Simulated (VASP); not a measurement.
Computed with revPBE GGA, VASP's PBE PAW potentials (set 64) (plane waves; VASP).

Input for VASP

### POSCAR
```
HfB2
3.5057220
  0.4497113598  -0.7789229909   0.0000000000
  0.4497113598   0.7789229909   0.0000000000
  0.0000000000   0.0000000000   1.0000000020
Hf B
1 2
Cart
  0.4497113598  -0.7789229909   1.0000000020
  0.4497113598   0.2596415162   0.5000000010
  0.4497113598  -0.2596415162   0.5000000010
```

**INCAR**
```
SYSTEM = HfB2
PREC = Accurate; ENCUT = 520; LREAL = .FALSE.
LASPH = .TRUE.
EDIFF = 1E-7; NELM = 100; ALGO = Normal
LMAXMIX = 6
ISMEAR = -5
GGA = RE
ISIF = 2
LWAVE = .FALSE.; LCHARG = .TRUE.; LORBIT = 11
NEDOS = 601
LEFG = .TRUE.
```

KPOINTS:
```
Automatic mesh
0
Gamma
12 12 10
0 0 0
```

POTCAR, in this order: Hf_pv B (PBE.64 set). Program: vasp_std.

Unless said otherwise, spin-orbit coupling is left out, though it shifts the bands of the heavy elements here.

Task: Estimate the energy per atom (σ→0), band gap (on the k-mesh).

Result: 
The energy per atom (σ→0) is -8.510 eV/atom and the band gap (on the k-mesh) is none (metal, semimetal or under 0.01 eV).

### OSZICAR
```
...
DAV:   7    -0.255966466725E+02    0.42973E-01   -0.16395E+00  3444   0.880E+00    0.115E+01
DAV:   8    -0.255346891686E+02    0.61958E-01   -0.47714E-01  3252   0.480E+00    0.178E+00
DAV:   9    -0.255287364944E+02    0.59527E-02   -0.37446E-02  3212   0.148E+00    0.265E-01
DAV:  10    -0.255287095984E+02    0.26896E-04   -0.11398E-03  3336   0.289E-01    0.368E-01
DAV:  11    -0.255287359361E+02   -0.26338E-04   -0.10202E-04  3376   0.841E-02    0.193E-01
DAV:  12    -0.255287266192E+02    0.93169E-05   -0.82184E-06  3360   0.266E-02    0.126E-02
DAV:  13    -0.255287267063E+02   -0.87088E-07   -0.43777E-07  3368   0.658E-03
   1 F= -.25528727E+02 E0= -.25528727E+02  d E =0.000000E+00
```

The compound is HfB2 in the AlB2 type structure. It was relaxed first.
